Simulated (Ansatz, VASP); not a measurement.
**Two plane-wave programs on SrLaMnO3**

```xyz
6
Lattice="6.9419 -1.9932 0.0000 6.9419 1.9932 0.0000 -0.9254 0.0000 3.4885" Properties=species:S:1:pos:R:3 pbc="T T T"
La    8.4133    0.0000    2.1849
Sr    4.6055    0.0000    1.1800
Mn   12.9203    0.0000    3.4137
O     6.1431    0.0000    3.4310
O    10.6925    0.0000    2.8566
O     2.1959    0.0000    0.5913
```

Change from the starting cell: volume scaled by 1.02.

Alike in both runs: task single point; functional PBE; k mesh 7 × 7 × 8; occupations fermi-dirac, width 0.05 eV; collinear spin, ferromagnetic start.

```csv
,VASP,Ansatz
version,VASP 6.6.1,Ansatz 0.2.0
potentials or method,"VASP PAW PBE potentials, release 64 (La, Sr_sv, Mn_pv, O)",Ansatz PAW
plane-wave cutoff (eV),520,420
valence electrons in the cell,52,54
```

|  | VASP | Ansatz | Ansatz less VASP |
| --- | --- | --- | --- |
| gap on the k mesh at the Fermi level (eV) | none | none | - |
| pressure (GPa) | -4.3 | -4.5 | -0.17 |
| largest component of the traceless stress (GPa) | 2.51 | 2.71 | +0.192 |
| rms of the force components (eV/Å) | 0.041 | 0.040 | -0.0009 |
| net moment per atom (μB) | 0.68 | 0.68 | 0.000 |
| size of the moment on the site where the two differ most (μB) | 3.90 | 3.46 | -0.441 |

Site moments also hang on the region over which each program counts them. Atom by atom the forces differ by 0.013 eV/Å (rms over components). A gap of «none» marks a metal or a gap that the smearing closes. The two sets of potentials don't hold the same shells in valence.

Caveats: a cell with one magnetic atom can't hold antiferromagnetic order, which such compounds often take; semilocal functionals often make such compounds metallic where correlation or magnetic order opens a gap, which also shifts bond lengths; the pressure holds a Pulay correction of +0.4 GPa for the finite cutoff (Ansatz). The runs have no spin-orbit coupling, so splittings on La are missing.
